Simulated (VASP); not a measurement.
# A VASP study of Ti3AlC2 (r2SCAN): structure first, properties next, part 2 of 6

Wanted: the relaxed cell of Ti3AlC2 and its properties. Left out of this account: 1 further run (core levels: core levels are not valid at this level). The start is a computed cell from the Materials Project.

VASP 6.6.1; r2SCAN; plane waves and PAW (Ti_sv, Al, C).

So far. Step 2 (Relaxing cell and atoms (r2SCAN)): It ends with a largest force of 0.004 eV/Å and a pressure of 0.00 GPa.

### Step 3. Single point with fields (r2SCAN)

A single point on the relaxed cell gives a clean self-consistent state, with density, ELF and potential written out.

INCAR reads:

```
SYSTEM = Ti3AlC2
PREC = Accurate
ENCUT = 520
EDIFF = 1E-06
NELM = 100
ISMEAR = 0
SIGMA = 0.05
LREAL = .FALSE.
ALGO = Normal
METAGGA = R2SCAN
LASPH = .TRUE.
NBANDS = 59
LORBIT = 11
LWAVE = .FALSE.
LCHARG = .TRUE.
ISIF = 2
LELF = .TRUE.
LVHAR = .TRUE.
```

POSCAR reads:

```
Ti3AlC2
1.0
    3.0724344578      0.0000000000      0.0000000000
   -1.5362172289      2.6608062919      0.0000000000
    0.0000000000      0.0000000000     18.6083950105
Ti Al C
6 2 4
Direct
    0.6666666700      0.3333333300      0.3723665973
    0.3333333300      0.6666666700      0.8723665973
    0.3333333300      0.6666666700      0.6276334027
    0.6666666700      0.3333333300      0.1276334027
    0.0000000000      0.0000000000      0.5000000000
    0.0000000000      0.0000000000      0.0000000000
    0.0000000000      0.0000000000      0.7500000000
    0.0000000000      0.0000000000      0.2500000000
    0.3333333300      0.6666666700      0.4304594190
    0.6666666700      0.3333333300      0.9304594190
    0.3333333300      0.6666666700      0.0695405810
    0.6666666700      0.3333333300      0.5695405810
```

KPOINTS reads:

```
Automatic mesh
0
Gamma
8 8 2
0 0 0
```

PAW data sets: Ti_sv, Al and C (PBE family, release 64).

Started as:

```bash
$ mpirun -np 8 vasp_std
```

Log:

```text
[banner, memory and clock lines left out]
running    8 mpi-ranks, on    1 nodes
 distrk:  each k-point on    8 cores,    1 groups
 distr:  one band on    1 cores,    8 groups

 POSCAR found type information on POSCAR TiAlC
 POSCAR found :  3 types and      12 ions
 [... a notice as in an earlier step ...]

 [... a notice as in an earlier step ...]

 LDA part: xc-table for (None), standard interpolation
|                                                                             |
|           W    W    AA    RRRRR   N    N  II  N    N   GGGG   !!!           |
|           W    W   A  A   R    R  NN   N  II  NN   N  G    G  !!!           |
|           W    W  A    A  R    R  N N  N  II  N N  N  G       !!!           |
|           W WW W  AAAAAA  RRRRR   N  N N  II  N  N N  G  GGG   !            |
|           WW  WW  A    A  R   R   N   NN  II  N   NN  G    G                |
|           W    W  A    A  R    R  N    N  II  N    N   GGGG   !!!           |
|                                                                             |
|     The number of bands has been changed from the values supplied in        |
|     The orbitals not found in the WAVECAR file will be initialized with     |
|     random numbers, which is usually adequate. For correlated               |
|     calculations, however, you should redo the groundstate calculation.     |
|     I found NBANDS = 59. Now, NBANDS = 64.                                  |
|                                                                             |

 POSCAR, INCAR and KPOINTS ok, starting setup
 FFT: planning ... GRIDC
 FFT: planning ... GRID_SOFT
 FFT: planning ... GRID
 WAVECAR not read
 entering main loop
       N       E                     dE             d eps       ncg     rms          rms(c)
DAV:   1     0.129229121056E+04    0.12923E+04   -0.44851E+04  2560   0.177E+03
DAV:   2     0.329271441667E+02   -0.12594E+04   -0.12120E+04  2560   0.566E+02
DAV:   3    -0.164477401886E+03   -0.19740E+03   -0.19026E+03  3616   0.196E+02
DAV:   4    -0.187749524218E+03   -0.23272E+02   -0.23137E+02  3840   0.611E+01
DAV:   5    -0.189371765698E+03   -0.16222E+01   -0.16207E+01  4032   0.145E+01    0.425E+01
DAV:   6    -0.140360580127E+03    0.49011E+02   -0.17080E+02  3336   0.801E+01    0.103E+01
DAV:   7    -0.141842722545E+03   -0.14821E+01   -0.17837E+01  3736   0.241E+01    0.787E+00
DAV:   8    -0.141544803072E+03    0.29792E+00   -0.44614E+00  3576   0.124E+01    0.484E+00
DAV:   9    -0.141581105366E+03   -0.36302E-01   -0.77083E-01  3616   0.484E+00    0.133E+00
DAV:  10    -0.141587492468E+03   -0.63871E-02   -0.22608E-01  3920   0.268E+00    0.783E-01
DAV:  11    -0.141593070925E+03   -0.55785E-02   -0.34446E-02  4032   0.139E+00    0.276E-01
DAV:  12    -0.141592840075E+03    0.23085E-03   -0.82644E-03  3512   0.831E-01    0.111E-01
DAV:  13    -0.141593014765E+03   -0.17469E-03   -0.14014E-03  3568   0.209E-01    0.383E-02
DAV:  14    -0.141593004954E+03    0.98109E-05   -0.21259E-04  3824   0.821E-02    0.959E-03
DAV:  15    -0.141593005516E+03   -0.56128E-06   -0.21582E-05  3520   0.238E-02    0.262E-03
DAV:  16    -0.141593005517E+03   -0.15789E-08   -0.89331E-07  1904   0.660E-03
   1 F= -.14159301E+03 E0= -.14159109E+03  d E =-.382104E-02
```

Wall time 47 s (8 MPI ranks of Intel Xeon 6975P-C (Granite Rapids), shared host); peak memory 1.4 GiB.

OUTCAR, selected parts (step 3):

```text
  LATTYP: Found a hexagonal cell.
 ALAT       =     3.0724344578
 C/A-ratio  =     6.0565637009

 Found     20 irreducible k-points:

   k-points           NKPTS =     20   k-points in BZ     NKDIM =     20   number of bands    NBANDS=     64

   ENCUT  =  520.0 eV  38.22 Ry    6.18 a.u.   5.71  5.71 34.60*2*pi/ulx,y,z

   NELECT =      94.0000    total number of electrons

 E-fermi :   8.4291

 k-point     1 :       0.0000    0.0000    0.0000
  band No.  band energies     occupation
    ...
     40       6.8351      2.00000
     41       6.8351      2.00000
     42       6.8396      2.00000
     43       6.8396      2.00000
     44       7.3126      2.00000
     45       9.1724      0.00000
     46       9.3195      0.00000
     47       9.3314      0.00000
     48       9.3314      0.00000
     49       9.3410      0.00000
    ...

 k-point     2 :       0.1250    0.0000    0.0000
  band No.  band energies     occupation
    ...
     40       6.2280      2.00000
     41       6.7622      2.00000
     42       6.7660      2.00000
     43       6.9397      2.00000
     44       7.3197      2.00000
     45       8.8526      0.00000
     46       8.8759      0.00000
     47       9.1344      0.00000
     48       9.4561      0.00000
     49       9.5338      0.00000
    ...

  Total       -0.0108977     -0.0108977      0.0022549      0.0000000      0.0000000     -0.0000000
  in kB       -0.1147729     -0.1147729      0.0237480      0.0000000      0.0000000     -0.0000000
  external PRESSURE =      -0.0685992 kB  Pullay stress =       0.0000000 kB

  energy-cutoff  :      520.00
  volume of cell :      152.13
      direct lattice vectors                 reciprocal lattice vectors
     3.072434458  0.000000000  0.000000000     0.325474803  0.187912965  0.000000000
    -1.536217229  2.660806292  0.000000000     0.000000000  0.375825930  0.000000000
     0.000000000  0.000000000 18.608395011     0.000000000  0.000000000  0.053739186

 POSITION                                       TOTAL-FORCE (eV/Angst)
 -----------------------------------------------------------------------------------
      1.53622      0.88694      6.92914        -0.000000      0.000000      0.003576
     -0.00000      1.77387     16.23334         0.000000     -0.000000      0.003576
     -0.00000      1.77387     11.67925         0.000000     -0.000000     -0.003576
      1.53622      0.88694      2.37505        -0.000000      0.000000     -0.003576
      0.00000      0.00000      9.30420        -0.000000      0.000000     -0.000000
      0.00000      0.00000      0.00000        -0.000000      0.000000     -0.000000
      0.00000      0.00000     13.95630        -0.000000      0.000000     -0.000000
      0.00000      0.00000      4.65210         0.000000      0.000000     -0.000000
     -0.00000      1.77387      8.01016        -0.000000      0.000000     -0.003589
      1.53622      0.88694     17.31436         0.000000     -0.000000     -0.003589
     -0.00000      1.77387      1.29404        -0.000000      0.000000      0.003589
      1.53622      0.88694     10.59824         0.000000     -0.000000      0.003589
 -----------------------------------------------------------------------------------
    total drift:                                0.000000      0.000000      0.000000

  FREE ENERGIE OF THE ION-ELECTRON SYSTEM (eV)
  ---------------------------------------------------
  free  energy   TOTEN  =      -141.5930055173 eV

  energy  without entropy=     -141.5891844780  energy(sigma->0) =     -141.59109500

 total charge
# of ion       s       p       d       tot
------------------------------------------
    1        2.204   6.217   1.916  10.336
    2        2.204   6.217   1.916  10.336
    3        2.204   6.217   1.916  10.336
    4        2.204   6.217   1.916  10.336
    5        2.192   6.245   1.897  10.335
    6        2.192   6.245   1.897  10.335
    7        0.429   0.377   0.000   0.806
    8        0.429   0.377   0.000   0.806
    9        0.909   1.545   0.000   2.455
   10        0.909   1.545   0.000   2.455
   11        0.909   1.545   0.000   2.455
   12        0.909   1.545   0.000   2.455
--------------------------------------------------
tot         17.695  44.293  11.458  73.445

[... 4 parts as in an earlier step ...]

[... 6 further parts left out ...]
```

Numbers from this step:

```yaml
scf_cycles: 16
bands: 64
pressure: -0.006860 GPa
```

Valence electrons inside each PAW sphere by angular momentum. Sphere charges, by row:

| atom | s (e) | p (e) | d (e) | tot (e) |
| --- | --- | --- | --- | --- |
| Ti1 | 2.204 | 6.217 | 1.916 | 10.34 |
| Ti2 | 2.204 | 6.217 | 1.916 | 10.34 |
| Ti3 | 2.204 | 6.217 | 1.916 | 10.34 |
| Ti4 | 2.204 | 6.217 | 1.916 | 10.34 |
| Ti5 | 2.192 | 6.245 | 1.897 | 10.34 |
| Ti6 | 2.192 | 6.245 | 1.897 | 10.34 |
| Al7 | 0.429 | 0.377 | 0 | 0.806 |
| Al8 | 0.429 | 0.377 | 0 | 0.806 |
| C9 | 0.909 | 1.545 | 0 | 2.455 |
| C10 | 0.909 | 1.545 | 0 | 2.455 |
| C11 | 0.909 | 1.545 | 0 | 2.455 |
| C12 | 0.909 | 1.545 | 0 | 2.455 |

Electrostatic potential energy in the ac plane at fractional y = 0.000, with atoms of Ti and Al within 0.2 Å of it. With pseudopotentials it is smooth inside the atoms' cores, unlike the true potential.

Ten even steps from '0' (-60 eV) to '9' (2 eV), each cell a mean:
```
1124789999987421
9999999999999999
9999998777899999
9999998888899999
8889999999999988
0014789999987410
1236899999998632
9999999999999999
9999998777899999
9999998888899999
7889999999999988
0013589999985310
1124789999987421
9999999999999999
9999998777899999
9999998888899999
8889999999999988
0014789999987410
1236899999998632
9999999999999999
9999998777899999
9999998888899999
7889999999999988
0013589999985310
```
Columns run along a (3.1 Å; values clipped at the 3rd and 97th percentile), rows up along c (18.6 Å). Atoms in or near the plane, at fractional coordinates: Ti at (0.00, 0.50), Ti at (0.00, 0.00), Al at (0.00, 0.75), Al at (0.00, 0.25).

ELF in the ac plane at fractional y = 0.000, with atoms of Ti and Al within 0.2 Å of it. It is the smooth field of the valence electrons, not physical close to the nuclei.

Values, 24 rows by 16 columns, each cell a mean:
```
0.65 0.62 0.50 0.33 0.20 0.18 0.30 0.44 0.49 0.44 0.30 0.18 0.20 0.33 0.50 0.62
0.13 0.14 0.18 0.27 0.42 0.56 0.65 0.68 0.70 0.69 0.65 0.56 0.42 0.27 0.18 0.14
0.30 0.28 0.24 0.21 0.19 0.19 0.22 0.26 0.27 0.25 0.22 0.19 0.19 0.21 0.25 0.28
0.62 0.59 0.49 0.34 0.20 0.12 0.10 0.10 0.10 0.10 0.10 0.12 0.20 0.34 0.49 0.59
0.83 0.82 0.80 0.74 0.64 0.52 0.39 0.31 0.28 0.31 0.39 0.52 0.64 0.74 0.80 0.82
0.17 0.18 0.23 0.35 0.49 0.57 0.57 0.54 0.53 0.54 0.57 0.57 0.49 0.35 0.23 0.18
0.36 0.37 0.40 0.49 0.57 0.59 0.57 0.52 0.50 0.52 0.57 0.59 0.57 0.49 0.40 0.37
0.85 0.83 0.79 0.70 0.56 0.40 0.28 0.20 0.18 0.20 0.28 0.40 0.56 0.70 0.79 0.83
0.51 0.47 0.37 0.23 0.13 0.10 0.11 0.13 0.13 0.13 0.11 0.10 0.13 0.23 0.37 0.47
0.27 0.26 0.26 0.26 0.28 0.30 0.33 0.35 0.37 0.35 0.33 0.30 0.28 0.26 0.26 0.26
0.14 0.15 0.16 0.22 0.34 0.51 0.65 0.71 0.73 0.71 0.65 0.51 0.34 0.22 0.16 0.15
0.84 0.80 0.68 0.44 0.23 0.13 0.18 0.31 0.37 0.31 0.18 0.13 0.23 0.44 0.68 0.80
0.65 0.62 0.50 0.33 0.20 0.18 0.30 0.44 0.49 0.44 0.30 0.18 0.20 0.33 0.50 0.62
0.13 0.14 0.18 0.27 0.42 0.56 0.65 0.69 0.70 0.68 0.65 0.56 0.42 0.27 0.18 0.14
0.30 0.28 0.25 0.21 0.19 0.19 0.22 0.25 0.27 0.26 0.22 0.19 0.19 0.21 0.24 0.28
0.62 0.59 0.49 0.34 0.20 0.12 0.10 0.10 0.10 0.10 0.10 0.12 0.20 0.34 0.49 0.59
0.83 0.82 0.80 0.74 0.64 0.52 0.39 0.31 0.28 0.31 0.39 0.52 0.64 0.74 0.80 0.82
0.17 0.18 0.23 0.35 0.49 0.57 0.57 0.54 0.53 0.54 0.57 0.57 0.49 0.35 0.23 0.18
0.36 0.37 0.40 0.49 0.57 0.59 0.57 0.52 0.50 0.52 0.57 0.59 0.57 0.49 0.40 0.37
0.85 0.83 0.79 0.70 0.56 0.40 0.28 0.20 0.18 0.20 0.28 0.40 0.56 0.70 0.79 0.83
0.51 0.47 0.37 0.23 0.13 0.10 0.11 0.12 0.13 0.13 0.11 0.10 0.13 0.23 0.37 0.47
0.27 0.26 0.26 0.26 0.28 0.30 0.33 0.35 0.37 0.35 0.33 0.30 0.28 0.26 0.26 0.26
0.14 0.15 0.16 0.22 0.34 0.51 0.65 0.71 0.73 0.71 0.65 0.51 0.34 0.22 0.16 0.15
0.84 0.80 0.68 0.44 0.23 0.13 0.18 0.31 0.37 0.31 0.18 0.13 0.23 0.44 0.68 0.80
```
Columns run along a (3.1 Å), rows up along c (18.6 Å). Atoms in or near the plane, at fractional coordinates: Ti at (0.00, 0.50), Ti at (0.00, 0.00), Al at (0.00, 0.75), Al at (0.00, 0.25).

Valence density in the ac plane at fractional y = 0.000, with atoms of Ti and Al within 0.2 Å of it. It is the smooth field of the valence electrons, not physical close to the nuclei.

Ten steps, logarithmic in the rise over the least value, from '0' (0.07 × 1e0 e/Å³) to '9' (9.66 × 1e0 e/Å³), each cell a mean:
```
9876422222224678
2222233343332222
1111223343322111
1111122222221111
2222111111111222
0001111111111100
1111111111111111
2221111111111122
1111122333221111
1111223444322111
3332233333332233
9986432222234689
9876422222224678
2222233343332222
1111223343322111
1111122222221111
2222111111111222
0001111111111100
1111111111111111
2221111111111122
1111122333221111
1111223444322111
3332233333332233
9986432222234689
```
Columns run along a (3.1 Å), rows up along c (18.6 Å). Atoms in or near the plane, at fractional coordinates: Ti at (0.00, 0.50), Ti at (0.00, 0.00), Al at (0.00, 0.75), Al at (0.00, 0.25).

In this run the pressure is -0.01 GPa, small enough to go on.

[end of part 2 of 6]

[Lines on the potential files, build, host, timing and source positions are cut from VASP's logs without a mark.]

[Logs are printed without paths, hosts, clocks, repeated set-up lines and the standing remarks that a program may print on its own settings, such as how far it seeks lower states.]

[Hosts, paths, dates, database ids (printed as entryN), source tags and the programs' standing remarks are cut or masked in the printed files.]

[A measured line is paired with the nearest computed mode of its activity, which favours agreement.]
